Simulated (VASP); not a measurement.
Write the native input for VASP 6.6.1 that does the following.

```yaml
Task: electron localisation function
Functional: PBE
Potentials_or_basis: VASP PAW PBE potentials, release 64 (Bi_d, Te)
Cutoff: 520 eV
k_mesh: 7 × 7 × 7
Occupations: gaussian, width 0.02 eV
Spin: no spin polarisation
Further_INCAR_settings: ALGO = Normal; EDIFF = 1e-06
```

The structure of BiTe lies in POSCAR:

```
BiTe
1.0
    2.4227077728      1.3987509848      3.3172919545
   -2.4227077728      1.3987509848      3.3172919545
    0.0000000000     -2.7975019696      3.3172919545
Bi Te
1 1
Direct
    0.5000000000      0.5000000000      0.5000000000
    0.0000000000      0.0000000000      0.0000000000
```

The cell comes from a database or a generator and needn't be the stable form of this composition.

These files were run (other wordings do the same):

INCAR

```
PREC = Accurate
ENCUT = 520
EDIFF = 1E-6
ISMEAR = 0
SIGMA = 0.02
LREAL = F
LASPH = T
NELM = 80
ALGO = Normal
ISIF = 2
LWAVE = F
LCHARG = T
GGA = PE
LELF = T
```

KPOINTS

```
regular mesh
0
Gamma
  7 7 7
```

Potentials or basis: VASP PAW PBE potentials, release 64 (Bi_d, Te).

The run is started by

```sh
$ cat potpaw_PBE.64/Bi_d/POTCAR potpaw_PBE.64/Te/POTCAR > POTCAR
$ mpirun -np 1 vasp_std > vasp.out
```

Results of the run:

```json
{
  "Pressure": "0.1 GPa",
  "Band gap on the k mesh": "none (metal or under the smearing width)"
}
```

Caveat: spin-orbit coupling is left out, which moves the levels of the heavy elements.

Wall time 20 s on 1 thread of Intel(R) Xeon(R) Platinum 8488C (Sapphire Rapids), with other jobs on the host, peak memory 0.19 GiB.
